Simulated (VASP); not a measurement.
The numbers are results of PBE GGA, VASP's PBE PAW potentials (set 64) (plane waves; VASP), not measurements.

VASP input:

### KPOINTS
```
Automatic mesh
0
Gamma
10 10 10
0 0 0
```

File POSCAR:
```
MgO
1
    0.0000000000     2.1050000000     2.1050000000
    2.1050000000     0.0000000000     2.1050000000
    2.1050000000     2.1050000000     0.0000000000
Mg O
1 1
Direct
  0.0000000000   0.0000000000   0.0000000000
  0.5000000000   0.5000000000   0.5000000000
```

**INCAR**
```
SYSTEM = MgO
PREC = Accurate
ENCUT = 520
EDIFF = 1E-6
NELM = 100
ALGO = Normal
LREAL = .FALSE.
LASPH = .TRUE.
ISMEAR = 0
SIGMA = 0.05
GGA = PE
LWAVE = .FALSE.
LCHARG = .FALSE.
ISIF = 2
```

POTCAR, in this order: Mg O (PBE.64 set). Program: vasp_std.

**Question.** What does the run give for the energy per atom (σ→0), pressure, band gap (on the k-mesh)?

**Answer.** 
The energy per atom (σ→0) is -5.952 eV/atom. The band gap (on the k-mesh) is 4.74 eV and the pressure comes out as 4.17 GPa.

File OSZICAR:
```
...
DAV:   5    -0.134654615826E+02   -0.36118E-06   -0.36118E-06  1040   0.132E-02    0.722E+00
DAV:   6    -0.119242123076E+02    0.15412E+01   -0.10049E+01   752   0.224E+01    0.227E+00
DAV:   7    -0.119100892661E+02    0.14123E-01   -0.43316E-02   792   0.256E+00    0.132E+00
DAV:   8    -0.119047995946E+02    0.52897E-02   -0.24159E-02   760   0.237E+00    0.154E-01
DAV:   9    -0.119047131955E+02    0.86399E-04   -0.39271E-04  1056   0.176E-01    0.733E-02
DAV:  10    -0.119048197146E+02   -0.10652E-03   -0.13206E-04   784   0.123E-01    0.536E-03
DAV:  11    -0.119048198846E+02   -0.17006E-06   -0.67269E-07   984   0.814E-03
   1 F= -.11904820E+02 E0= -.11904820E+02  d E =-.920039E-12
```

The compound is MgO in the rock salt structure. The cell was not relaxed at this level.
